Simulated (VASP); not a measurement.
# GW on SiC, part 2 of 6

How does the gap of SiC change from the starting functional to GW? The cell is of the wurtzite type, one of the forms listed for this formula. The start is a computed cell from the Materials Project.

VASP 6.6.1, plane waves and PAW; the level of theory is named at each step.

So far, gap on the k-mesh (eV): step 2 (empty bands, functional PBE) 2.26.

## (3) evGW0

This step: evGW0 on PBE; plane waves and PAW (Si_GW, C_GW) (VASP 6.6.1).

The lowest NBANDSGW levels in G are updated for four passes while W stays fixed, so the result depends less on the starting levels.

Input file INCAR:

```
SYSTEM = SiC
PREC = Accurate
ENCUT = 440
ISMEAR = 0
SIGMA = 0.01
LREAL = .FALSE.
GGA = PE
NBANDS = 272
ALGO = EVGW0
NELMGW = 4
ENCUTGW = 200
NOMEGA = 48
PRECFOCK = Fast
NBANDSGW = 16
LWAVE = .FALSE.
LCHARG = .FALSE.
```

Input file POSCAR:

```
SiC
1.0
    3.0735139282      0.0000000000      0.0000000000
   -1.5367569641      2.6617411407      0.0000000000
    0.0000000000      0.0000000000      5.0452477100
Si C
2 2
Direct
    0.3333333300      0.6666666700      0.4996024000
    0.6666666700      0.3333333300      0.9996024000
    0.3333333300      0.6666666700      0.8753976000
    0.6666666700      0.3333333300      0.3753976000
```

Input file KPOINTS:

```
Automatic mesh
0
Gamma
6 6 4
0 0 0
```

Potentials, in the order of the species: Si_GW and C_GW (PBE family, release 64).

Launch:

```sh
$ mpirun -np 8 vasp_std
```

What it wrote:

```text
[banner, memory and clock lines left out]
running    8 mpi-ranks, on    1 nodes
 distrk:  each k-point on    8 cores,    1 groups
 distr:  one band on    1 cores,    8 groups

 POSCAR found type information on POSCAR SiC
 POSCAR found :  2 types and       4 ions
 [... a notice as in an earlier step ...]

|                                                                             |
|           W    W    AA    RRRRR   N    N  II  N    N   GGGG   !!!           |
|           W    W   A  A   R    R  NN   N  II  NN   N  G    G  !!!           |
|           W    W  A    A  R    R  N N  N  II  N N  N  G       !!!           |
|           W WW W  AAAAAA  RRRRR   N  N N  II  N  N N  G  GGG   !            |
|           WW  WW  A    A  R   R   N   NN  II  N   NN  G    G                |
|           W    W  A    A  R    R  N    N  II  N    N   GGGG   !!!           |
|                                                                             |
|     The default for ENCUTGWSOFT is different in this version of VASP.       |
|     please manually set ENCUTGWSOFT =200 in the INCAR file.                 |
|                                                                             |

 LDA part: xc-table for (Slater+PW92), standard interpolation
 found WAVECAR, reading the header
 POSCAR, INCAR and KPOINTS ok, starting setup
 FFT: planning ... GRIDC
 FFT: planning ... GRID_SOFT
 FFT: planning ... GRID
 reading WAVECAR
 the WAVECAR file was read successfully
 initial charge from wavefunction
 available memory per node:     93.20 GB, setting MAXMEM to     95436

 The Fermi energy was updated, please check that it is located mid-gap
 values below the HOMO (VB) or above the LUMO (CB) will cause erroneous energies
 E-fermi :   9.0855

 calculate exact exchange contribution
 the WAVEDER file was read successfully
energies w=
    0.000    0.000    0.796    0.000    1.590    0.000    2.376    0.000
    3.154    0.000    3.921    0.000    4.675    0.000    5.416    0.000
    6.143    0.000    6.857    0.000    7.557    0.000    8.247    0.000
    8.926    0.000    9.598    0.000   10.263    0.000   10.925    0.000
   11.585    0.000   12.247    0.000   12.913    0.000   13.587    0.000
   14.271    0.000   14.970    0.000   15.687    0.000   16.428    0.000
   17.197    0.000   18.000    0.000   18.844    0.000   19.737    0.000
   20.688    0.000   21.710    0.000   22.815    0.000   24.019    0.000
   25.345    0.000   26.816    0.000   28.469    0.000   30.345    0.000
   32.500    0.000   35.011    0.000   37.985    0.000   41.570    0.000
   45.984    0.000   51.559    0.000   58.827    0.000   68.691    0.000
   82.828    0.000  104.728    0.000  143.074    0.000  227.097    0.000
 responsefunction array rank=     280
 LDA part: xc-table for (Slater+PW92), standard interpolation

 min. memory requirement per mpi rank    270.9 MB, per node   2167.3 MB

 allocating   6 responsefunctions rank=   280
 shmem allocating  48 responsefunctions rank=   280
 response function shared by NCSHMEM nodes    1
 Doing            6  frequencies on each core in blocks of           48
NQ=   1    0.0000    0.0000    0.0000,
|.........|.........|.........|.........|.........|.........|.........|.........
 performed        791000 updates of chi_q(r,r)
 total number of BLAS operations        437.72 Gflops
NQ=   2    0.1667    0.0000    0.0000,
|.........|.........|.........|.........|.........|.........|.........|.........
 performed       2182000 updates of chi_q(r,r)
 total number of BLAS operations       1237.33 Gflops
NQ=   3    0.3333   -0.0000    0.0000,
|.........|.........|.........|.........|.........|.........|.........|.........
 performed       3573000 updates of chi_q(r,r)
 total number of BLAS operations       2025.06 Gflops
NQ=   4    0.5000    0.0000    0.0000,
|.........|.........|.........|.........|.........|.........|.........|.........
 performed       4651000 updates of chi_q(r,r)
 total number of BLAS operations       2617.19 Gflops
NQ=   5    0.1667    0.1667    0.0000,
|.........|.........|.........|.........|.........|.........|.........|.........
 performed       6094000 updates of chi_q(r,r)
 total number of BLAS operations       3440.63 Gflops
NQ=   6    0.3333    0.1667    0.0000,
|.........|.........|.........|.........|.........|.........|.........|.........
 performed       7746000 updates of chi_q(r,r)
 total number of BLAS operations       4334.43 Gflops
NQ=   7    0.3333    0.3333    0.0000,
|.........|.........|.........|.........|.........|.........|.........|.........
 performed       8685000 updates of chi_q(r,r)
 total number of BLAS operations       4857.99 Gflops
NQ=   8    0.0000    0.0000    0.2500,
|.........|.........|.........|.........|.........|.........|.........|.........
 performed       9536000 updates of chi_q(r,r)
 total number of BLAS operations       5377.19 Gflops
NQ=   9    0.1667    0.0000    0.2500,
|.........|.........|.........|.........|.........|.........|.........|.........
 performed      11084000 updates of chi_q(r,r)
 total number of BLAS operations       6300.33 Gflops
NQ=  10    0.3333   -0.0000    0.2500,
|.........|.........|.........|.........|.........|.........|.........|.........
 performed      12632000 updates of chi_q(r,r)
 total number of BLAS operations       7183.33 Gflops
NQ=  11    0.5000    0.0000    0.2500,
|.........|.........|.........|.........|.........|.........|.........|.........
 performed      13866000 updates of chi_q(r,r)
 total number of BLAS operations       7840.96 Gflops
NQ=  12    0.1667    0.1667    0.2500,
|.........|.........|.........|.........|.........|.........|.........|.........
 performed      15518000 updates of chi_q(r,r)
 total number of BLAS operations       8783.53 Gflops
NQ=  13    0.3333    0.1667    0.2500,
|.........|.........|.........|.........|.........|.........|.........|.........
 performed      17379000 updates of chi_q(r,r)
 total number of BLAS operations       9798.06 Gflops
NQ=  14    0.3333    0.3333    0.2500,
|.........|.........|.........|.........|.........|.........|.........|.........
 performed      18405000 updates of chi_q(r,r)
 total number of BLAS operations      10370.15 Gflops
NQ=  15    0.0000    0.0000    0.5000,
|.........|.........|.........|.........|.........|.........|.........|.........
 performed      19196000 updates of chi_q(r,r)
 total number of BLAS operations      10852.22 Gflops
NQ=  16    0.1667    0.0000    0.5000,
|.........|.........|.........|.........|.........|.........|.........|.........
 performed      20587000 updates of chi_q(r,r)
 total number of BLAS operations      11651.83 Gflops
NQ=  17    0.3333   -0.0000    0.5000,
[...]
|.........|.........|.........|.........|.........|.........|.........|.........
 performed       9536000 updates of chi_q(r,r)
 total number of BLAS operations       5377.19 Gflops
NQ=   9    0.1667    0.0000    0.2500,
|.........|.........|.........|.........|.........|.........|.........|.........
 performed      11084000 updates of chi_q(r,r)
 total number of BLAS operations       6300.33 Gflops
NQ=  10    0.3333   -0.0000    0.2500,
|.........|.........|.........|.........|.........|.........|.........|.........
 performed      12632000 updates of chi_q(r,r)
 total number of BLAS operations       7183.33 Gflops
NQ=  11    0.5000    0.0000    0.2500,
|.........|.........|.........|.........|.........|.........|.........|.........
 performed      13866000 updates of chi_q(r,r)
 total number of BLAS operations       7840.96 Gflops
NQ=  12    0.1667    0.1667    0.2500,
|.........|.........|.........|.........|.........|.........|.........|.........
 performed      15518000 updates of chi_q(r,r)
 total number of BLAS operations       8783.53 Gflops
NQ=  13    0.3333    0.1667    0.2500,
|.........|.........|.........|.........|.........|.........|.........|.........
 performed      17379000 updates of chi_q(r,r)
 total number of BLAS operations       9798.06 Gflops
NQ=  14    0.3333    0.3333    0.2500,
|.........|.........|.........|.........|.........|.........|.........|.........
 performed      18405000 updates of chi_q(r,r)
 total number of BLAS operations      10370.15 Gflops
NQ=  15    0.0000    0.0000    0.5000,
|.........|.........|.........|.........|.........|.........|.........|.........
 performed      19196000 updates of chi_q(r,r)
 total number of BLAS operations      10852.22 Gflops
NQ=  16    0.1667    0.0000    0.5000,
|.........|.........|.........|.........|.........|.........|.........|.........
 performed      20587000 updates of chi_q(r,r)
 total number of BLAS operations      11651.83 Gflops
NQ=  17    0.3333   -0.0000    0.5000,
|.........|.........|.........|.........|.........|.........|.........|.........
 performed      21978000 updates of chi_q(r,r)
 total number of BLAS operations      12487.65 Gflops
NQ=  18    0.5000    0.0000    0.5000,
|.........|.........|.........|.........|.........|.........|.........|.........
 performed      23056000 updates of chi_q(r,r)
 total number of BLAS operations      13070.78 Gflops
NQ=  19    0.1667    0.1667    0.5000,
|.........|.........|.........|.........|.........|.........|.........|.........
 performed      24499000 updates of chi_q(r,r)
 total number of BLAS operations      13912.82 Gflops
NQ=  20    0.3333    0.1667    0.5000,
|.........|.........|.........|.........|.........|.........|.........|.........
 performed      26151000 updates of chi_q(r,r)
 total number of BLAS operations      14806.62 Gflops
NQ=  21    0.3333    0.3333    0.5000,
|.........|.........|.........|.........|.........|.........|.........|.........
 performed      27090000 updates of chi_q(r,r)
 total number of BLAS operations      15306.66 Gflops
 resolving degeneracies of screened two electron integrals

 calculate QP shifts <psi_nk| G(iteration)W_0 |psi_nk>: iteration 3
 allocating   6 responsefunctions rank=   280
 shmem allocating  48 responsefunctions rank=   280
 response function shared by NCSHMEM nodes    1
 Doing            6  frequencies on each core in blocks of           48
NQ=   1    0.0000    0.0000    0.0000,
|.........|.........|.........|.........|.........|.........|.........|.........
 performed        791000 updates of chi_q(r,r)
 total number of BLAS operations        437.72 Gflops
NQ=   2    0.1667    0.0000    0.0000,
|.........|.........|.........|.........|.........|.........|.........|.........
 performed       2182000 updates of chi_q(r,r)
 total number of BLAS operations       1237.33 Gflops
NQ=   3    0.3333   -0.0000    0.0000,
|.........|.........|.........|.........|.........|.........|.........|.........
 performed       3573000 updates of chi_q(r,r)
 total number of BLAS operations       2025.06 Gflops
NQ=   4    0.5000    0.0000    0.0000,
|.........|.........|.........|.........|.........|.........|.........|.........
 performed       4651000 updates of chi_q(r,r)
 total number of BLAS operations       2617.19 Gflops
NQ=   5    0.1667    0.1667    0.0000,
|.........|.........|.........|.........|.........|.........|.........|.........
 performed       6094000 updates of chi_q(r,r)
 total number of BLAS operations       3440.63 Gflops
NQ=   6    0.3333    0.1667    0.0000,
|.........|.........|.........|.........|.........|.........|.........|.........
 performed       7746000 updates of chi_q(r,r)
 total number of BLAS operations       4334.43 Gflops
NQ=   7    0.3333    0.3333    0.0000,
|.........|.........|.........|.........|.........|.........|.........|.........
 performed       8685000 updates of chi_q(r,r)
 total number of BLAS operations       4857.99 Gflops
NQ=   8    0.0000    0.0000    0.2500,
|.........|.........|.........|.........|.........|.........|.........|.........
 performed       9536000 updates of chi_q(r,r)
 total number of BLAS operations       5377.19 Gflops
NQ=   9    0.1667    0.0000    0.2500,
|.........|.........|.........|.........|.........|.........|.........|.........
 performed      11084000 updates of chi_q(r,r)
 total number of BLAS operations       6300.33 Gflops
NQ=  10    0.3333   -0.0000    0.2500,
|.........|.........|.........|.........|.........|.........|.........|.........
 performed      12632000 updates of chi_q(r,r)
 total number of BLAS operations       7183.33 Gflops
NQ=  11    0.5000    0.0000    0.2500,
|.........|.........|.........|.........|.........|.........|.........|.........
 performed      13866000 updates of chi_q(r,r)
 total number of BLAS operations       7840.96 Gflops
NQ=  12    0.1667    0.1667    0.2500,
|.........|.........|.........|.........|.........|.........|.........|.........
 performed      15518000 updates of chi_q(r,r)
 total number of BLAS operations       8783.53 Gflops
NQ=  13    0.3333    0.1667    0.2500,
|.........|.........|.........|.........|.........|.........|.........|.........
 performed      17379000 updates of chi_q(r,r)
 total number of BLAS operations       9798.06 Gflops
NQ=  14    0.3333    0.3333    0.2500,
|.........|.........|.........|.........|.........|.........|.........|.........
 performed      18405000 updates of chi_q(r,r)
 total number of BLAS operations      10370.15 Gflops
NQ=  15    0.0000    0.0000    0.5000,
|.........|.........|.........|.........|.........|.........|.........|.........
 performed      19196000 updates of chi_q(r,r)
 total number of BLAS operations      10852.22 Gflops
NQ=  16    0.1667    0.0000    0.5000,
|.........|.........|.........|.........|.........|.........|.........|.........
 performed      20587000 updates of chi_q(r,r)
 total number of BLAS operations      11651.83 Gflops
NQ=  17    0.3333   -0.0000    0.5000,
|.........|.........|.........|.........|.........|.........|.........|.........
 performed      21978000 updates of chi_q(r,r)
 total number of BLAS operations      12487.65 Gflops
NQ=  18    0.5000    0.0000    0.5000,
|.........|.........|.........|.........|.........|.........|.........|.........
 performed      23056000 updates of chi_q(r,r)
 total number of BLAS operations      13070.78 Gflops
NQ=  19    0.1667    0.1667    0.5000,
|.........|.........|.........|.........|.........|.........|.........|.........
 performed      24499000 updates of chi_q(r,r)
 total number of BLAS operations      13912.82 Gflops
NQ=  20    0.3333    0.1667    0.5000,
|.........|.........|.........|.........|.........|.........|.........|.........
 performed      26151000 updates of chi_q(r,r)
 total number of BLAS operations      14806.62 Gflops
NQ=  21    0.3333    0.3333    0.5000,
|.........|.........|.........|.........|.........|.........|.........|.........
 performed      27090000 updates of chi_q(r,r)
 total number of BLAS operations      15306.66 Gflops
 resolving degeneracies of screened two electron integrals

 calculate QP shifts <psi_nk| G(iteration)W_0 |psi_nk>: iteration 4
 entering main loop
```

The job ended after 27 min (8 MPI ranks of AMD EPYC 7R43, shared host; peak memory 2.5 GiB; 2.8 h of CPU time).

(Continued in part 3 of 6.)

[Lines on the potential files, build, host, timing and source positions are cut from VASP's logs without a mark.]

[Logs are printed without paths, hosts, clocks, repeated set-up lines and the standing remarks that a program may print on its own settings, such as how far it seeks lower states.]

[Hosts, paths, dates, database ids (printed as entryN), source tags and the programs' standing remarks are cut or masked in the printed files.]

[Pressures printed for these runs are not shown converged in the cutoff: they can be off by several GPa and have the wrong sign.]
